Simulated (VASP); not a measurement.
VASP ran on this input.

**POSCAR**
```
AgPt
2.783050
  1.0000000000   0.0000000000   0.0000000000
 -0.5000000000   0.8660254038   0.0000000000
  0.0000000000   0.0000000000   1.7229694041
Ag Pt
1 1
direct
  0.0000000000   0.0000000000   0.5000000000
  0.6666670000   0.3333330000   0.0000000000
```

**KPOINTS**
```
Automatic
0
Gamma
  11 11 6
0 0 0
```

**INCAR**
```
! general
SYSTEM  = AgPt
PREC    = Accurate
ENCUT   = 300
LREAL   = .False.
LASPH   = .True.

! electronic loop
EDIFF   = 1E-6
NELM    = 100
ALGO    = Normal
LMAXMIX = 6

! smearing
ISMEAR  = 0
SIGMA   = 0.1

! functional
GGA     = PS

! ions
ISIF    = 2

! output
LWAVE   = .False.
LCHARG  = .False.
```

POTCAR, in this order: Ag Pt (PBE.64 set). Program: vasp_std.

Question: Write an equivalent input for Quantum ESPRESSO's pw.x.

Answer: One equivalent input (not run):
```
&CONTROL
  calculation = 'scf'
  pseudo_dir = './pseudo'
  outdir = './out'
  tprnfor = .true.
  tstress = .true.
/
&SYSTEM
  ibrav = 0
  nat = 2
  ntyp = 2
  ecutwfc = 84
  occupations = 'smearing'
  smearing = 'gaussian'
  degauss = 0.00735
  input_dft = 'pbesol'
/
&ELECTRONS
  conv_thr = 7.3e-08
  electron_maxstep = 100
/
ATOMIC_SPECIES
  Ag 107.868 Ag.upf
  Pt 195.084 Pt.upf
CELL_PARAMETERS angstrom
     2.7830500    0.0000000    0.0000000
    -1.3915250    2.4101920    0.0000000
     0.0000000    0.0000000    4.7951100
ATOMIC_POSITIONS crystal
  Ag   0.0000000  0.0000000  0.5000000
  Pt   0.6666670  0.3333330  0.0000000
K_POINTS automatic
  11 11 6 0 0 0
```
Limits of the translation: the potentials are each code's own (VASP's PAW set, PseudoDojo norm-conserving files in pw.x), so ENCUT and ecutwfc are chosen apart and not converted; conv_thr bounds pw.x's estimated SCF error, while EDIFF bounds the energy change between steps.

The structure comes from a computed database's AgPt entry (P-6m2); how it stands against other phases isn't given here. The cell was not relaxed at this level.
